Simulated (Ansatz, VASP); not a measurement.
# KNaF2: VASP beside Ansatz

```
Na K F
1.0
     1.73914    1.00409    5.81551
    -1.73914    1.00409    5.81551
     0.00000   -2.00819    5.81551
Na K F
1 1 2
Direct
  0.00000 0.00000 0.00000
  0.50000 0.50000 0.50000
  0.26110 0.26110 0.26110
  0.73890 0.73890 0.73890
```

The cell was built by a generator and needn't be a form met in nature.

Alike in both runs: task single point; functional PBE; k mesh 6 × 6 × 6; no spin polarisation.

|  | VASP | Ansatz |
| --- | --- | --- |
| version | VASP 6.6.1 | Ansatz 0.2.0 |
| potentials or method | VASP PAW PBE potentials, release 64 (Na_pv, K_sv, F) | plane waves, PAW |
| plane-wave cutoff (eV) | 520 | 420 |
| occupations | gaussian, width 0.01 eV | fixed |
| valence electrons in the cell | 30 | 32 |

|  | VASP | Ansatz | Ansatz less VASP |
| --- | --- | --- | --- |
| gap on the k mesh at the Fermi level (eV) | 6.24 | 6.25 | +0.017 |
| pressure (GPa) | 2.6 | 2.6 | -0.02 |
| largest component of the traceless stress (GPa) | 0.14 | 0.16 | +0.025 |
| rms of the force components (eV/Å) | 0.010 | 0.018 | +0.0081 |

Atom by atom the forces differ by 0.008 eV/Å (rms over components). The two sets of potentials don't hold the same shells in valence.

A k mesh can miss the band edges. PBE gaps usually lie below the measured ones, often by a third to a half.
